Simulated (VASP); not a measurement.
# PmS: single point with LDA+U

Crystal: PmS.

```xyz
2
Lattice="0.0000 2.8387 2.8387 2.8387 0.0000 2.8387 2.8387 2.8387 0.0000" Properties=species:S:1:pos:R:3 pbc="T T T"
Pm    2.8387    2.8387    2.8387
S     0.0000    0.0000    0.0000
```

The cell comes from a database or a generator and needn't be the stable form of this composition.

* Program: VASP 6.6.1
* Task: single point
* Functional: LDA
* Potentials or basis: VASP PAW PBE potentials, release 64 (Pm, S)
* Cutoff: 520 eV
* k mesh: 6 × 6 × 6
* Occupations: gaussian, width 0.05 eV
* Spin: collinear spin, ferromagnetic start
* Starting moments: [4.0, 0.0] μB
* Fixed moment: 4 μB
* Hubbard terms: Pm f U = 6 eV

```json
{
 "Pressure": "-1.3 GPa",
 "Net moment": "4.00 μB per cell",
 "Site moments": "Pm +4.16; S -0.07 μB",
 "Valence electrons inside the program's atomic spheres": "Pm 12.37; S 3.73"
}
```

Eigenvalues of the final occupation matrices:
```tsv
site	spin	trace	eigenvalues
site 1 f	1	4.26	0.00 0.44 0.44 0.44 0.98 0.98 0.98
site 1 f	2	0.03	0.00 0.00 0.00 0.00 0.01 0.01 0.01
```

Run time: 55 s on 1 thread of AMD EPYC 7R43 64-Core Processor (Zen 3) (shared host), peak memory 0.14 GiB.

Caveat: the magnetic or orbital state may not be the lowest; the PAW data sets were made with another functional, which shifts forces and pressure a little; spin-orbit coupling is left out, which moves the levels of the heavy elements; the total moment is fixed, so each spin has its own Fermi level. The state reached can hang on the start; a lower one may exist.
